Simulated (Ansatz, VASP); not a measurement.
**KZnI3 in VASP and in Ansatz**

Contents of POSCAR:

```
KZnI3
1.0
    5.6416158372      0.0000000000      0.0000000000
    0.0000000000      5.6416158372      0.0000000000
    0.0000000000      0.0000000000      5.6416158372
K Zn I
1 1 3
Direct
    0.0000000000      0.0000000000      0.0000000000
    0.5000000000      0.5000000000      0.5000000000
    0.5000000000      0.5000000000      0.0000000000
    0.5000000000      0.0000000000      0.5000000000
    0.0000000000      0.5000000000      0.5000000000
```

INCAR.step1

```
ALGO = Normal ; EDIFF = 1E-4
ENCUT = 520 ; GGA = PE
ISMEAR = -1 ; LASPH = True
LCHARG = False ; LREAL = False
LWAVE = True ; NBANDS = 29
NELM = 60 ; PREC = Accurate
SIGMA = 0.02
```

The input INCAR.step2:

```
ALGO = Normal ; EDIFF = 1E-6
ENCUT = 520 ; ISIF = 2
ISMEAR = -1 ; ISTART = 1
LASPH = True ; LCHARG = False
LMIXTAU = True ; LREAL = False
LWAVE = False ; METAGGA = R2SCAN
NBANDS = 29 ; NELM = 60
PREC = Accurate ; SIGMA = 0.02
```

The input KPOINTS:

```
k-points
0
Gamma
  4 4 4
```

Input for Ansatz:

```yaml
crystal:
  lattice:
    - [5.6416158372, 0.0, 0.0]
    - [0.0, 5.6416158372, 0.0]
    - [0.0, 0.0, 5.6416158372]
  atoms:
    - { symbol: K, position: [0.0, 0.0, 0.0] }
    - { symbol: Zn, position: [0.5, 0.5, 0.5] }
    - { symbol: I, position: [0.5, 0.5, 0.0] }
    - { symbol: I, position: [0.5, 0.0, 0.5] }
    - { symbol: I, position: [0.0, 0.5, 0.5] }
kpoints:
  mp_grid: { grid: [4, 4, 4] }
hamiltonian:
  xc: r2scan
scf:
  occupations: { method: fermi_dirac, width: 0.02 }
  n_extra_bands: 5
output:
  forces: true
  stress: true
  eigenvalues: true
```

Alike in both runs: task single point; functional r2SCAN; k mesh 4 × 4 × 4; occupations fermi-dirac, width 0.02 eV; no spin polarisation.

```csv
,VASP,Ansatz
version,VASP 6.6.1,Ansatz 0.2.0
potentials or method,"VASP PAW PBE potentials, release 64 (K_sv, Zn, I)","plane waves, PAW"
plane-wave cutoff (eV),520,500
valence electrons in the cell,42,72
```

|  | VASP | Ansatz | Ansatz less VASP |
| --- | --- | --- | --- |
| pressure (GPa) | 0.8 | 0.8 | -0.02 |

The two sets of potentials don't hold the same shells in valence.

Caveats: the PAW data sets were made with another functional, which shifts forces and pressure a little (VASP). Spin-orbit coupling is left out, which matters for the levels of I.
